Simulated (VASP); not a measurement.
VASP input:

**INCAR**
```
! general
SYSTEM   =  Ta3ZrC4
PREC     =  Accurate
ENCUT    =  520
LREAL    =  F   ! projection in real space or not
LASPH    =  T

! electronic loop
EDIFF    =  1E-7
NELM     =  100   ! most electronic steps
ALGO     =  Normal   ! blocked Davidson
LMAXMIX  =  6   ! l cut-off of mixed one-centre charges

! smearing
ISMEAR   =  -5   ! tetrahedra, Bloechl

! functional
GGA      =  PS

! ions
ISIF     =  2   ! forces and stress, cell fixed

! output
LWAVE    =  F
LCHARG   =  T
LORBIT   =  11   ! lm-projected
NEDOS    =  601

! other
LEFG     =  T
```

KPOINTS:
```
Automatic mesh
0
Gamma
13 13 4
0 0 0
```

### POSCAR
```
Ta3ZrC4
1.0
  0.0000000000   2.2446665997   2.2446665997
  2.2446665997   0.0000000000   2.2446665997
  9.0017589815   9.0017589815  -0.0230925827
Zr C Ta
1 4 3
Cartesian
  0.0000000000   0.0000000000   0.0000000000
  2.3051365893   2.3051365893   2.1841966094
  4.5142436718   4.5142436718   2.2197561275
  6.7321819094   6.7321819094   2.2464844892
  8.9412889919   8.9412889919   2.2820440073
  4.5253813797   4.5253813797   4.4532850197
  4.5008794908   4.5008794908  -0.0115462913
  6.7210442015   6.7210442015   0.0129555970
```

POTCAR, in this order: Zr_sv C Ta_pv (PBE.64 set). Program: vasp_std.

### Question
Translate this PBEsol calculation to Quantum ESPRESSO's pw.x.

### Answer
One equivalent input (not run):
```
&CONTROL
  calculation = 'scf'
  pseudo_dir = './pseudo'
  outdir = './out'
  tprnfor = .true.
  tstress = .true.
/
&SYSTEM
  ibrav = 0
  nat = 8
  ntyp = 3
  ecutwfc = 82
  occupations = 'tetrahedra'
  input_dft = 'pbesol'
/
&ELECTRONS
  conv_thr = 7.3e-09
  electron_maxstep = 100
/
ATOMIC_SPECIES
  Zr 91.224 Zr.upf
  C 12.011 C.upf
  Ta 180.948 Ta.upf
CELL_PARAMETERS angstrom
    -0.0000000    2.2446666    2.2446666
     2.2446666   -0.0000000    2.2446666
     9.0017590    9.0017590   -0.0230926
ATOMIC_POSITIONS crystal
  Zr   0.0000000  0.0000000  0.0000000
  C    0.4872226  0.4872226  0.1345831
  C    0.4963941  0.4963941  0.3777045
  C    0.5036059  0.5036059  0.6222955
  C    0.5127774  0.5127774  0.8654169
  Ta   0.9932821  0.9932821  0.2550384
  Ta   0.0000000  0.0000000  0.5000000
  Ta   0.0067179  0.0067179  0.7449616
K_POINTS automatic
  13 13 4 0 0 0
```
The two are equivalent in intent, not identical: the potentials are each code's own (VASP's PAW set, PseudoDojo norm-conserving files in pw.x), so ENCUT and ecutwfc are chosen apart and not converted; conv_thr bounds pw.x's estimated SCF error, while EDIFF bounds the energy change between steps; the field gradients of LEFG aren't asked of the other code.

The structure was generated: Ta3ZrC4 was put into an ordered model structure (R-3m), which need not be its known phase. It was relaxed first.
